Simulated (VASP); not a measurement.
All values below come from PBE GGA, VASP's PBE PAW potentials (set 64) (plane waves; VASP).

Input for VASP

INCAR:
```
SYSTEM = MnS
PREC = Accurate; ENCUT = 300; LREAL = .FALSE.
LASPH = .TRUE.
EDIFF = 1E-6; NELM = 100; ALGO = Normal
LMAXMIX = 4
ISMEAR = 0; SIGMA = 0.2
GGA = PE
MAGMOM = 0.0 4.0
ISPIN = 2
ISIF = 2
LWAVE = .FALSE.; LCHARG = .FALSE.; LORBIT = 11
```

POSCAR:
```
MnS
1
    0.0000000000     2.4802500000     2.4802500000
    2.4802500000     0.0000000000     2.4802500000
    2.4802500000     2.4802500000     0.0000000000
S Mn
1 1
Direct
  0.0000000000   0.0000000000   0.0000000000
  0.5000000000   0.5000000000   0.5000000000
```

### KPOINTS
```
Automatic mesh
0
Gamma
9 9 9
0 0 0
```

POTCAR, in this order: S Mn_pv (PBE.64 set). Program: vasp_std.

Output of the run:

### OSZICAR
```
       N       E                     dE             d eps       ncg     rms          rms(c)
DAV:   1     0.985000742158E+02    0.98500E+02   -0.83533E+03  2217   0.963E+02
DAV:   2    -0.113954406730E+02   -0.10990E+03   -0.10525E+03  2338   0.277E+02
DAV:   3    -0.151623645102E+02   -0.37669E+01   -0.37404E+01  2436   0.568E+01
DAV:   4    -0.152031933906E+02   -0.40829E-01   -0.40812E-01  2576   0.589E+00
DAV:   5    -0.152038968762E+02   -0.70349E-03   -0.70346E-03  2570   0.773E-01    0.133E+01
DAV:   6    -0.142033806056E+02    0.10005E+01   -0.86695E+00  2192   0.389E+01    0.108E+01
DAV:   7    -0.140519419931E+02    0.15144E+00   -0.13586E+00  2131   0.185E+01    0.624E+00
DAV:   8    -0.140559430960E+02   -0.40011E-02   -0.46236E-02  2387   0.197E+00    0.363E+00
DAV:   9    -0.140483904665E+02    0.75526E-02   -0.15774E-02  2479   0.143E+00    0.582E-01
DAV:  10    -0.140515360859E+02   -0.31456E-02   -0.42961E-03  2290   0.695E-01    0.216E-01
DAV:  11    -0.140515030111E+02    0.33075E-04   -0.76850E-04  2574   0.249E-01    0.910E-02
DAV:  12    -0.140515518251E+02   -0.48814E-04   -0.17148E-04  2268   0.119E-01    0.624E-02
DAV:  13    -0.140515533545E+02   -0.15294E-05   -0.12895E-05  2394   0.397E-02    0.439E-02
DAV:  14    -0.140515618694E+02   -0.85149E-05   -0.42050E-06  2289   0.235E-02    0.127E-02
DAV:  15    -0.140515626163E+02   -0.74694E-06   -0.12256E-06  1455   0.102E-02
   1 F= -.14051563E+02 E0= -.14037849E+02  d E =-.274270E-01  mag=     4.1557
```

OUTCAR:
```
------------------------ aborting loop because EDIFF is reached ----------------------------------------
  FORCE on cell =-STRESS in cart. coord.  units (eV):
  Direction    XX          YY          ZZ          XY          YZ          ZX
  --------------------------------------------------------------------------------------
  Total        0.7805281      0.7805281      0.7805281     -0.0000000      0.0000000     -0.0000000
  in kB       40.9810214     40.9810214     40.9810214     -0.0000000      0.0000000     -0.0000000
  external PRESSURE =      40.9810214 kB  Pullay stress =       0.0000000 kB
  volume of cell :       30.52
      direct lattice vectors                 reciprocal lattice vectors
     0.000000000  2.480250000  2.480250000    -0.201592581  0.201592581  0.201592581
     2.480250000  0.000000000  2.480250000     0.201592581 -0.201592581  0.201592581
     2.480250000  2.480250000  0.000000000     0.201592581  0.201592581 -0.201592581
 POSITION                                       TOTAL-FORCE (eV/Angst)
 -----------------------------------------------------------------------------------
      0.00000      0.00000      0.00000         0.000000     -0.000000      0.000000
      2.48025      2.48025      2.48025        -0.000000      0.000000     -0.000000
 -----------------------------------------------------------------------------------
    total drift:                                0.000000      0.000000      0.000000
  FREE ENERGIE OF THE ION-ELECTRON SYSTEM (eV)
  ---------------------------------------------------
  free  energy   TOTEN  =       -14.0515626163 eV

  energy  without entropy=      -14.0241356655  energy(sigma->0) =      -14.03784914

 total charge

# of ion       s       p       d       tot
------------------------------------------
    1        1.328   2.426   0.000   3.754
    2        0.243   6.209   5.015  11.468
--------------------------------------------------
tot          1.572   8.635   5.015  15.222

 magnetization (x)

# of ion       s       p       d       tot
------------------------------------------
    1        0.026   0.034   0.000   0.060
    2        0.053   0.043   3.745   3.842
--------------------------------------------------
tot          0.079   0.077   3.745   3.901
```
(Selected blocks of OUTCAR.)

### OUTCAR
```
 val. band max:        8.3806057445   @ k =  -0.4444   0.3333   0.1111

 cond. band min:       8.4013391585   @ k =  -0.1111   0.1111   0.0000


 Fermi energy:         8.3837770309

 spin component 1

 k-point     1 :       0.0000    0.0000    0.0000
  band No.  band energies     occupation
      1     -42.0606      1.00000
      2     -42.0605      1.00000
      3     -42.0605      1.00000
      4      -7.2946      1.00000
      5       4.9836      1.00000
      6       4.9836      1.00000
      7       4.9836      1.00000
      8       5.1040      1.00000
      9       5.1040      1.00000
     10       6.3043      1.00000
     11       6.3043      1.00000
     12       6.3043      1.00000
     13      11.3072      0.00000
     14      17.3523      0.00000
     15      17.3523      0.00000

 k-point     2 :       0.1111    0.0000    0.0000
  band No.  band energies     occupation
      1     -42.0625      1.00000
      2     -42.0608      1.00000
      3     -42.0607      1.00000
      4      -7.1404      1.00000
      5       4.4734      1.00000
      6       4.5580      1.00000
      7       4.5580      1.00000
      8       5.0804      1.00000
      9       5.0804      1.00000
     10       6.0018      1.00000
     11       6.9178      1.00000
     12       6.9178      1.00000
     13      12.0544      0.00000
     14      16.3247      0.00000
     15      17.2873      0.00000

 k-point     3 :       0.2222    0.0000    0.0000
  band No.  band energies     occupation
      1     -42.0676      1.00000
      2     -42.0616      1.00000
      3     -42.0616      1.00000
      4      -6.7075      1.00000
      5       3.0262      1.00000
      6       3.8426      1.00000
      7       3.8426      1.00000
      8       5.2834      1.00000
      9       5.2835      1.00000
     10       5.9025      1.00000
     11       7.8738      0.99984
     12       7.8738      0.99984
     13      12.7653      0.00000
...
```

At this cut-off the stress carries a Pulay error, which pulls relaxed volumes low. The moments were started parallel, and other spin orders were not tried in this run.

The structure was generated: MnS was put into an ordered model structure, which need not be its known phase. The cell was not relaxed at this level.
